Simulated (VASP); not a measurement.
Output of a VASP run:

**OSZICAR**
```
       N       E                     dE             d eps       ncg     rms          rms(c)
DAV:   1     0.428516340915E+03    0.42852E+03   -0.23230E+04  1000   0.207E+03
DAV:   2    -0.203700334109E+02   -0.44889E+03   -0.43972E+03  1179   0.510E+02
DAV:   3    -0.575830580653E+02   -0.37213E+02   -0.37048E+02  1197   0.160E+02
DAV:   4    -0.585109826953E+02   -0.92792E+00   -0.92636E+00  1672   0.232E+01
DAV:   5    -0.585202073136E+02   -0.92246E-02   -0.92198E-02  1256   0.186E+00    0.115E+01
DAV:   6    -0.481127859728E+02    0.10407E+02   -0.42991E+00  1573   0.397E+01    0.782E+00
DAV:   7    -0.464576213375E+02    0.16552E+01   -0.43466E+00  1568   0.243E+01    0.402E+00
DAV:   8    -0.511947883462E+02   -0.47372E+01   -0.18290E+00  1492   0.290E+01    0.182E+00
DAV:   9    -0.455026525246E+02    0.56921E+01   -0.87711E-01  1546   0.203E+01    0.112E+00
DAV:  10    -0.463473283802E+02   -0.84468E+00   -0.54777E-01  1026   0.613E+00    0.560E-01
DAV:  11    -0.463144246835E+02    0.32904E-01   -0.18325E-02  1110   0.157E+00    0.370E-01
DAV:  12    -0.463364880749E+02   -0.22063E-01   -0.59837E-03  1521   0.190E+00    0.149E-01
DAV:  13    -0.463522296733E+02   -0.15742E-01   -0.10482E-02  1186   0.175E+00    0.592E-02
DAV:  14    -0.463528980693E+02   -0.66840E-03   -0.77944E-04  1368   0.251E-01    0.641E-02
DAV:  15    -0.463530821412E+02   -0.18407E-03   -0.15649E-05  1273   0.586E-02    0.671E-02
DAV:  16    -0.463527906146E+02    0.29153E-03   -0.13364E-04  1042   0.122E-01    0.345E-02
DAV:  17    -0.463536374017E+02   -0.84679E-03   -0.97945E-04  1016   0.339E-01    0.527E-02
DAV:  18    -0.463536296317E+02    0.77701E-05   -0.39274E-05  1270   0.158E-01    0.408E-02
DAV:  19    -0.463537313768E+02   -0.10175E-03   -0.17000E-04  1022   0.141E-01    0.131E-02
DAV:  20    -0.463537291562E+02    0.22207E-05   -0.22400E-05  1132   0.823E-02    0.117E-02
DAV:  21    -0.463537333985E+02   -0.42423E-05   -0.16734E-06  1021   0.185E-02    0.115E-02
DAV:  22    -0.463537327207E+02    0.67780E-06   -0.67200E-08   997   0.328E-03    0.120E-02
DAV:  23    -0.463537423182E+02   -0.95975E-05   -0.22377E-06  1083   0.407E-02    0.532E-03
DAV:  24    -0.463537488658E+02   -0.65476E-05   -0.17939E-06  1148   0.163E-02    0.172E-03
DAV:  25    -0.463537481175E+02    0.74828E-06   -0.13508E-07   699   0.428E-03    0.887E-04
DAV:  26    -0.463537484398E+02   -0.32233E-06   -0.62643E-08   697   0.395E-03    0.585E-04
DAV:  27    -0.463537484950E+02   -0.55163E-07   -0.23637E-08   529   0.166E-03
   1 F= -.46353748E+02 E0= -.46353748E+02  d E =0.000000E+00
       N       E                     dE             ncg
       N       E                     dE             ncg
       N       E                     dE             ncg
```

### OUTCAR
```
------------------------ aborting loop because EDIFF is reached ----------------------------------------
  FORCE on cell =-STRESS in cart. coord.  units (eV):
  Direction    XX          YY          ZZ          XY          YZ          ZX
  --------------------------------------------------------------------------------------
  Total       -0.0787899     -0.0787899     -0.0787899     -0.0000000     -0.0000000     -0.0000000
  in kB       -1.9240807     -1.9240807     -1.9240807     -0.0000000     -0.0000000     -0.0000000
  external PRESSURE =      -1.9240807 kB  Pullay stress =       0.0000000 kB
  volume of cell :       65.61
      direct lattice vectors                 reciprocal lattice vectors
     4.033225818  0.000000000  0.000000000     0.247940494  0.000000000  0.000000000
     0.000000000  4.033225818  0.000000000     0.000000000  0.247940494  0.000000000
     0.000000000  0.000000000  4.033225818     0.000000000  0.000000000  0.247940494
 POSITION                                       TOTAL-FORCE (eV/Angst)
 -----------------------------------------------------------------------------------
      0.00000      0.00000      0.00000         0.000000      0.000000      0.000000
      2.01661      2.01661      2.01661         0.000000      0.000000      0.000000
      2.01661      0.00000      2.01661         0.000000      0.000000      0.000000
      0.00000      2.01661      2.01661         0.000000      0.000000      0.000000
      2.01661      2.01661      0.00000         0.000000      0.000000      0.000000
 -----------------------------------------------------------------------------------
    total drift:                                0.000000      0.000000     -0.000000
  FREE ENERGIE OF THE ION-ELECTRON SYSTEM (eV)
  ---------------------------------------------------
  free  energy   TOTEN  =       -46.3537484950 eV

  energy  without entropy=      -46.3537484950  energy(sigma->0) =      -46.35374849

 total charge

# of ion       s       p       d       tot
------------------------------------------
    1        1.957   5.663   0.021   7.642
    2        0.326   0.371   9.976  10.673
    3        1.741   4.395   0.000   6.136
    4        1.741   4.395   0.000   6.136
    5        1.741   4.395   0.000   6.136
--------------------------------------------------
tot          7.505  19.220   9.998  36.722

 Electric field gradients after diagonalization (V/A^2)
 (convention: |V_zz| > |V_xx| > |V_yy|)
----------------------------------------------------------------------
 ion       V_xx      V_yy      V_zz     asymmetry (V_yy - V_xx)/ V_zz
----------------------------------------------------------------------
   1       0.000     0.000     0.000      -0.098
   2      -0.000     0.000    -0.000      -0.943
   3     -47.071   -47.071    94.143       0.000
   4     -47.071   -47.071    94.143       0.000
   5     -47.071   -47.071    94.143       0.000
```
(Selected blocks of OUTCAR.)

POSCAR:
```
KZnF3
1
    4.0332258179    -0.0000000000     0.0000000000
   -0.0000000000     4.0332258179     0.0000000000
   -0.0000000000    -0.0000000000     4.0332258179
K Zn F
1 1 3
Direct
  0.0000000000   0.0000000000   0.0000000000
  0.5000000000   0.5000000000   0.5000000000
  0.5000000000   0.0000000000   0.5000000000
  0.0000000000   0.5000000000   0.5000000000
  0.5000000000   0.5000000000   0.0000000000
```

Write an INCAR and KPOINTS that could have produced this output.

Several could match; the one computed here: the input of the run itself, SCAN meta-GGA, plane waves, VASP's PBE PAW potentials (set 64).

KPOINTS_OPT:
```
k-points along high-symmetry lines
10
Line-mode
Reciprocal
  0.000000   0.000000   0.000000 ! GAMMA
  0.000000   0.500000   0.000000 ! X

  0.000000   0.500000   0.000000 ! X
  0.500000   0.500000   0.000000 ! M

  0.500000   0.500000   0.000000 ! M
  0.000000   0.000000   0.000000 ! GAMMA

  0.000000   0.000000   0.000000 ! GAMMA
  0.500000   0.500000   0.500000 ! R

  0.500000   0.500000   0.500000 ! R
  0.000000   0.500000   0.000000 ! X

  0.500000   0.500000   0.500000 ! R
  0.500000   0.500000   0.000000 ! M
```

KPOINTS:
```
kpoints
0
gamma
6 6 6
0 0 0
```

INCAR:
```
LMIXTAU = .True.
ENCUT = 520   # plane-wave cut-off (eV)
LEFG = .True.
METAGGA = SCAN
NEDOS = 601
LREAL = .False.   # projection in real space or not
SYSTEM = KZnF3
ISIF = 2   # forces and stress, cell fixed
ALGO = Normal
LASPH = .True.
LORBIT = 11
ISMEAR = -5   # tetrahedra, Bloechl
LCHARG = .False.
LMAXMIX = 4   # l cut-off of mixed one-centre charges
NELM = 100   # most electronic steps
PREC = Accurate
EDIFF = 1E-7   # SCF stop (eV)
LWAVE = .False.
```

POTCAR, in this order: K_sv Zn F (PBE.64 set). Program: vasp_std.

The compound is KZnF3 in the cubic perovskite structure. It was relaxed first.
